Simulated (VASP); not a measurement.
Consider the following.

```
Nb
1.0
   -1.68866     1.68866     1.68866
    1.68866    -1.68866     1.68866
    1.68866     1.68866    -1.68866
Nb
1
Direct
  0.00000   0.00000   0.00000
```

Computed with vdW-DF2, VASP's PBE PAW potentials (set 64) (plane waves; VASP). Numerical set-up: 520 eV cut-off, 15×15×15 Γ-centred mesh, first-order Methfessel-Paxton smearing of 0.10 eV, potentials Nb_sv.

Q: Give the energy at these volumes per atom, relative to the lowest: 18.12, 18.70, 19.28, 19.86, 20.44 Å³.

A: 36.6, 8.4, 0.0, 8.5, 31.4 meV/atom. A third-order Birch-Murnaghan fit gives B0 = 156 GPa and B0′ = 4.4.

Measured: bulk modulus 173 GPa at 0 K (computed value off by -9.7 %), as given by Daniel Mejia-Rodriguez et al., Physical Review B (2018), arXiv:1807.09216 [0 K value with the zero-point phonon effect removed]; a 3.294 Å at 0 K (computed value off by +2.5 %), as given by Daniel Mejia-Rodriguez et al., Physical Review B (2018), arXiv:1807.09216 [static lattice: zero-point anharmonic expansion removed].

The compound is Nb in the bcc structure. It was relaxed first, which changed the volume by +7 %.
